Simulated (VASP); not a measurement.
Given:

```
P
1.0
    1.65500    -5.24000     0.00000
    1.65500     5.24000     0.00000
    0.00000     0.00000     4.38000
P
4
Direct
  0.10170   0.89830   0.91940
  0.39830   0.60170   0.41940
  0.60170   0.39830   0.58060
  0.89830   0.10170   0.08060
```

These are PBE GGA, VASP's PBE PAW potentials (set 64) (plane waves; VASP) values and carry that method's errors. Run with 400 eV cut-off, 8×8×6 Γ-centred mesh, Gaussian smearing of 0.050 eV, potentials P.

Problem. Give the force on each atom (eV/Å).

Solution. 
```
atom     Fx      Fy      Fz
----  -----  ------  ------
P1    0.000  -0.053   0.019
P2    0.000   0.053   0.019
P3    0.000  -0.053  -0.019
P4    0.000   0.053  -0.019
```

Problem. Give the stress tensor in GPa (positive for a compressed cell).

Solution. 
```
1.71  0.00  0.00
0.00  2.40  0.00
0.00  0.00  1.74
```
The pressure is its mean diagonal, 1.95 GPa.

The compound is P in the black structure. The cell was not relaxed at this level.
